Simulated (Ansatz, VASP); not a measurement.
# Cross-check of AlN between VASP and Ansatz

Aim: how closely do two programs agree when they are given the same cell, functional and k mesh? The cell is taken from a series of runs on this material, whose earlier steps may have relaxed, scaled, displaced or heated it; both programs get it as it stands.

Main program and level: Ansatz 0.2.0; plane waves, with VASP 6.6.1 beside it; r2SCAN.

## (1) The starting structure

The structure is cubic, space group F-43m (No. 216). The conventional cell has a = 4.370 Å, b = 4.370 Å, c = 4.370 Å, α = 90.00°, β = 90.00°, γ = 90.00°. Nearest to Al lie 4 N at 1.89 Å. Nearest to N lie 4 Al at 1.89 Å. Farther neighbours and most contacts between anions are not listed.

## (2) VASP: zone-centre phonons, r2SCAN

Second derivatives magnify differences that forces hide, and they need a tight electronic threshold.

Lines of VASP's logs that name or quote its potential files are left out, and so is its time.

Contents of INCAR:

```
SYSTEM = AlN
PREC = Accurate
ENCUT = 660
EDIFF = 1E-08
NELM = 120
ISMEAR = 0
SIGMA = 0.01
LREAL = .FALSE.
ALGO = Normal
METAGGA = R2SCAN
LASPH = .TRUE.
NBANDS = 10
LORBIT = 11
LWAVE = .FALSE.
LCHARG = .FALSE.
ISIF = 2
IBRION = 6
NFREE = 2
POTIM = 0.015
NSW = 1
GGA_COMPAT = .FALSE.
EFERMI = MIDGAP
LMIXTAU = .TRUE.
KPAR = 2
```

Contents of POSCAR:

```
AlN
1.0
    0.0000000000      2.1848763105      2.1848763105
    2.1848763105      0.0000000000      2.1848763105
    2.1848763105      2.1848763105      0.0000000000
Al N
1 1
Direct
    0.0000000000      0.0000000000      0.0000000000
    0.7500000000      0.7500000000      0.7500000000
```

Contents of KPOINTS:

```
Automatic mesh
0
Gamma
8 8 8
0 0 0
```

The projector-augmented-wave data sets are Al and N (PBE family, release 64).

Command:

```bash
mpirun -np 2 vasp_std
```

Numbers of over 12 decimals in the logs are rounded to 6 here.

The program printed:

```text
[banner, memory and clock lines left out]
running    2 mpi-ranks, on    1 nodes
 distrk:  each k-point on    1 cores,    2 groups
 distr:  one band on    1 cores,    1 groups

 POSCAR found type information on POSCAR AlN
 POSCAR found :  2 types and       2 ions
|                                                                             |
|               ----> ADVICE to this user running VASP <----                  |
|                                                                             |
|     You enforced a specific xc type in the INCAR file but a different       |
|     [... a line on the potential file left out ...]
|     I HOPE YOU KNOW WHAT YOU ARE DOING!                                     |
|                                                                             |

 LDA part: xc-table for (None), standard interpolation
 POSCAR, INCAR and KPOINTS ok, starting setup
 FFT: planning ... GRIDC
 FFT: planning ... GRID_SOFT
 FFT: planning ... GRID
 WAVECAR not read
 entering main loop
       N       E                     dE             d eps       ncg     rms          rms(c)
DAV:   1     0.117171080317E+02    0.11717E+02   -0.47374E+03   580   0.848E+02
DAV:   2    -0.221623216234E+02   -0.33879E+02   -0.32976E+02   698   0.180E+02
DAV:   3    -0.235054374560E+02   -0.13431E+01   -0.13411E+01   708   0.350E+01
DAV:   4    -0.235128049068E+02   -0.73675E-02   -0.73670E-02   658   0.265E+00
DAV:   5    -0.235128999715E+02   -0.95065E-04   -0.95064E-04   682   0.303E-01    0.887E+00
DAV:   6    -0.188553702968E+02    0.46575E+01   -0.81491E+00   674   0.178E+01    0.396E+00
DAV:   7    -0.193128749545E+02   -0.45750E+00   -0.11662E+00   646   0.705E+00    0.226E+00
DAV:   8    -0.187219838987E+02    0.59089E+00   -0.87044E-01   584   0.629E+00    0.161E+00
DAV:   9    -0.191467093515E+02   -0.42473E+00   -0.24562E-01   580   0.470E+00    0.719E-01
DAV:  10    -0.191672848647E+02   -0.20576E-01   -0.39666E-02   584   0.138E+00    0.364E-01
DAV:  11    -0.191673341941E+02   -0.49329E-04   -0.73026E-04   652   0.269E-01    0.339E-01
DAV:  12    -0.191677245169E+02   -0.39032E-03   -0.78436E-05   646   0.543E-02    0.352E-01
DAV:  13    -0.191788951697E+02   -0.11171E-01   -0.59660E-03   582   0.583E-01    0.274E-01
DAV:  14    -0.191788714573E+02    0.23712E-04   -0.11849E-04   640   0.116E-01    0.257E-01
[...]
DAV:  28    -0.191787273485E+02   -0.45101E-05   -0.54249E-07   590   0.787E-03    0.104E-02
DAV:  29    -0.191787251209E+02    0.22276E-05   -0.13485E-07   622   0.342E-03    0.311E-03
DAV:  30    -0.191787269933E+02   -0.18724E-05   -0.15954E-07   612   0.288E-03    0.518E-04
DAV:  31    -0.191787264709E+02    0.52243E-06   -0.20101E-08   590   0.156E-03    0.598E-04
DAV:  32    -0.191787268437E+02   -0.37279E-06   -0.13928E-09   300   0.467E-04    0.159E-04
DAV:  33    -0.191787267136E+02    0.13007E-06   -0.76175E-10   296   0.339E-04    0.700E-05
DAV:  34    -0.191787267503E+02   -0.36655E-07   -0.95500E-11   296   0.115E-04    0.416E-05
DAV:  35    -0.191787267579E+02   -0.76384E-08   -0.26773E-11   296   0.429E-05
   1 F= -.19178727E+02 E0= -.19178727E+02  d E =0.000000E+00
[...]
2 F= -.19177016E+02 E0= -.19177016E+02  d E =0.000000E+00
[...]
3 F= -.19177016E+02 E0= -.19177016E+02  d E =0.000000E+00
[...]
4 F= -.19177025E+02 E0= -.19177025E+02  d E =0.000000E+00
 Finite differences progress:
  Degree of freedom:   2/  2
  Displacement:        1/  2
  Total:               3/  4
 bond charge predicted
       N       E                     dE             d eps       ncg     rms          rms(c)
DAV:   1    -0.191811358758E+02   -0.41107E-02   -0.25642E+00  1910   0.121E+01    0.272E-01
DAV:   2    -0.191785737029E+02    0.25622E-02   -0.14566E-02  2140   0.118E+00    0.149E-01
DAV:   3    -0.191784205509E+02    0.15315E-03   -0.82237E-03  2076   0.921E-01    0.652E-02
DAV:   4    -0.191769393363E+02    0.14812E-02   -0.20144E-03  1958   0.549E-01    0.370E-02
DAV:   5    -0.191770833516E+02   -0.14402E-03   -0.33351E-04  1968   0.205E-01    0.278E-02
DAV:   6    -0.191770190029E+02    0.64349E-04   -0.22387E-04  1950   0.179E-01    0.646E-03
DAV:   7    -0.191770267651E+02   -0.77621E-05   -0.17563E-05  2140   0.458E-02    0.346E-03
DAV:   8    -0.191770243778E+02    0.23873E-05   -0.26281E-06  2038   0.165E-02    0.373E-03
DAV:   9    -0.191770253924E+02   -0.10146E-05   -0.10400E-07  2122   0.364E-03    0.131E-03
DAV:  10    -0.191770250446E+02    0.34776E-06   -0.10874E-07  1976   0.334E-03    0.507E-04
DAV:  11    -0.191770251712E+02   -0.12660E-06   -0.27707E-08  1958   0.179E-03    0.493E-04
DAV:  12    -0.191770251371E+02    0.34117E-07   -0.26155E-09  1038   0.573E-04    0.284E-04
DAV:  13    -0.191770251525E+02   -0.15403E-07   -0.10119E-09  1022   0.337E-04    0.203E-05
DAV:  14    -0.191770251537E+02   -0.11951E-08   -0.19251E-10  1016   0.144E-04
   5 F= -.19177025E+02 E0= -.19177025E+02  d E =0.000000E+00
 Finite differences progress:
  Degree of freedom:   2/  2
  Displacement:        2/  2
  Total:               4/  4
```

OUTCAR, selected parts (step 2):

```text
ion  position               nearest neighbor table
   1  0.000  0.000  0.000-   2 1.89   2 1.89   2 1.89   2 1.89
   2  0.750  0.750  0.750-   1 1.89   1 1.89   1 1.89   1 1.89

  LATTYP: Found a face centered cubic cell.
 ALAT       =     4.3697526210

 Subroutine GETGRP returns: Found 24 space group operations
 (whereof 24 operations were pure point group operations)

The static configuration has the point symmetry T_d .

 Found     29 irreducible k-points:

   k-points           NKPTS =     29   k-points in BZ     NKDIM =     29   number of bands    NBANDS=     10

   dimension x,y,z NGX =    28 NGY =   28 NGZ =   28
   dimension x,y,z NGXF=    56 NGYF=   56 NGZF=   56

   ENCUT  =  660.0 eV  48.51 Ry    6.96 a.u.   6.47  6.47  6.47*2*pi/ulx,y,z

   NELECT =       8.0000    total number of electrons

 k-points in reciprocal lattice and weights: Automatic mesh
   0.00000000  0.00000000  0.00000000       0.002
   0.12500000  0.00000000  0.00000000       0.016
   0.25000000  0.00000000  0.00000000       0.016
   0.37500000  0.00000000  0.00000000       0.016
   0.50000000  0.00000000  0.00000000       0.008
   0.12500000  0.12500000  0.00000000       0.012
   0.25000000  0.12500000  0.00000000       0.047
   0.37500000  0.12500000  0.00000000       0.047
   0.50000000  0.12500000  0.00000000       0.047
[...]
-0.37500000  0.50000000  0.12500000       0.023
  -0.25000000  0.50000000  0.25000000       0.012

 average (electrostatic) potential at core
       1 -74.5409       2 -62.7811

 E-fermi :   7.6690

 k-point     1 :       0.0000    0.0000    0.0000
  band No.  band energies     occupation
      1     -10.0535      2.00000
      2       5.6406      2.00000
      3       5.6821      2.00000
      4       5.7227      2.00000
      5      10.5622      0.00000
      6      19.1854      0.00000
      7      19.1912      0.00000
      8      19.1961      0.00000
      9      24.2044      0.00000
    ...

 k-point     2 :       0.1250    0.0000    0.0000
  band No.  band energies     occupation
      1      -9.8264      2.00000
      2       4.5318      2.00000
      3       5.5622      2.00000
      4       5.6164      2.00000
      5      11.5155      0.00000
      6      18.6268      0.00000
      7      19.3570      0.00000
      8      19.3744      0.00000
      9      22.7112      0.00000
    ...

 k-point     3 :       0.2500    0.0000    0.0000
  band No.  band energies     occupation
      1      -9.2075      2.00000
      2       2.4151      2.00000
      3       5.3849      2.00000
      4       5.4363      2.00000
      5      12.9016      0.00000
      6      17.6231      0.00000
      7      18.8582      0.00000
      8      18.8952      0.00000
      9      22.9270      0.00000
    ...

  Total       -0.0463210     -0.0404400     -0.0404400      0.0000000     -0.1312863      0.0000000
  in kB       -3.5577711     -3.1060729     -3.1060729      0.0000000    -10.0836850      0.0000000
  external PRESSURE =      -3.2566390 kB  Pullay stress =       0.0000000 kB

  energy-cutoff  :      660.00
  volume of cell :       20.86
      direct lattice vectors                 reciprocal lattice vectors
     0.000000000  2.184876310  2.184876310    -0.228845907  0.228845907  0.228845907
     2.184876310  0.000000000  2.184876310     0.228845907 -0.228845907  0.228845907
     2.184876310  2.184876310  0.000000000     0.228845907  0.228845907 -0.228845907

 POSITION                                       TOTAL-FORCE (eV/Angst)
 -----------------------------------------------------------------------------------
      0.00000      0.00000      0.00000        -0.226027      0.000000      0.000000
      3.26231      3.27731      3.27731         0.226027      0.000000      0.000000
 -----------------------------------------------------------------------------------
    total drift:                                0.000633      0.000000      0.000000

  FREE ENERGIE OF THE ION-ELECTRON SYSTEM (eV)
  ---------------------------------------------------
  free  energy   TOTEN  =       -19.1770251537 eV

  energy  without entropy=      -19.1770251537  energy(sigma->0) =      -19.17702515

 Eigenvectors and eigenvalues of the dynamical matrix
 ----------------------------------------------------

   1 f  =   19.996999 THz   125.644848 2PiTHz  667.028073 cm-1    82.700904 meV
             X         Y         Z           dx          dy          dz
      0.000000  0.000000  0.000000     0.000000    0.584991    0.000000
      3.277314  3.277314  3.277314     0.000000   -0.811040    0.000000

   2 f  =   19.996999 THz   125.644848 2PiTHz  667.028073 cm-1    82.700904 meV
             X         Y         Z           dx          dy          dz
      0.000000  0.000000  0.000000    -0.584991    0.000000    0.000000
      3.277314  3.277314  3.277314     0.811040    0.000000    0.000000

   3 f  =   19.996999 THz   125.644848 2PiTHz  667.028073 cm-1    82.700904 meV
             X         Y         Z           dx          dy          dz
      0.000000  0.000000  0.000000     0.000000    0.000000   -0.584991
      3.277314  3.277314  3.277314     0.000000    0.000000    0.811040

   4 f/i=    0.012145 THz     0.076306 2PiTHz    0.405098 cm-1     0.050226 meV
             X         Y         Z           dx          dy          dz
      0.000000  0.000000  0.000000     0.811040    0.000000    0.000000
      3.277314  3.277314  3.277314     0.584991    0.000000    0.000000

   5 f/i=    0.012145 THz     0.076306 2PiTHz    0.405098 cm-1     0.050226 meV
             X         Y         Z           dx          dy          dz
      0.000000  0.000000  0.000000     0.000000   -0.811040    0.000000
      3.277314  3.277314  3.277314     0.000000   -0.584991    0.000000

   6 f/i=    0.012145 THz     0.076306 2PiTHz    0.405098 cm-1     0.050226 meV
             X         Y         Z           dx          dy          dz
      0.000000  0.000000  0.000000     0.000000    0.000000    0.811040
      3.277314  3.277314  3.277314     0.000000    0.000000    0.584991

 ELASTIC MODULI CONTR FROM IONIC RELAXATION (kBar)
 Direction    XX          YY          ZZ          XY          YZ          ZX
 --------------------------------------------------------------------------------
 XX          -0.0000     -0.0000     -0.0000      0.0000      0.0000      0.0000
 YY          -0.0000     -0.0000     -0.0000      0.0000      0.0000      0.0000
 ZZ          -0.0000     -0.0000     -0.0000      0.0000      0.0000      0.0000
 XY           0.0000      0.0000      0.0000   -391.4502      0.0000      0.0000
 YZ           0.0000      0.0000      0.0000      0.0000   -391.4502      0.0000
 ZX           0.0000      0.0000      0.0000      0.0000      0.0000   -391.4502
 --------------------------------------------------------------------------------

 total charge
# of ion       s       p       d       tot
------------------------------------------
    1        0.368   0.454   0.000   0.821
    2        1.228   2.661   0.000   3.889
--------------------------------------------------
tot          1.595   3.115   0.000   4.710

[... 3 further parts left out ...]
```

CONTCAR:

```
AlN
   1.00000000000000
     0.0000000000000000    2.1848763105000000    2.1848763105000000
     2.1848763105000000    0.0000000000000000    2.1848763105000000
     2.1848763105000000    2.1848763105000000    0.0000000000000000
  Al              N
     1     1
Direct
     0.0000000000000000    0.0000000000000000    0.0000000000000000
     0.7534326885984149    0.7465673114015851    0.7465673114015852
```

The last energy, forces, stress and levels in OUTCAR belong to the last displaced cell, not to the cell of POSCAR.

Levels, forces or a CONTCAR printed for this step are those of its last displaced cell, not of the structure at rest.

[end of part 1 of 2]

[Lines on the potential files, build, host, timing and source positions are cut from VASP's logs without a mark.]

[Logs are printed without paths, hosts, clocks, repeated set-up lines and the standing remarks that a program may print on its own settings, such as how far it seeks lower states.]

[Hosts, paths, dates, database ids (printed as entryN), source tags and the programs' standing remarks are cut or masked in the printed files.]
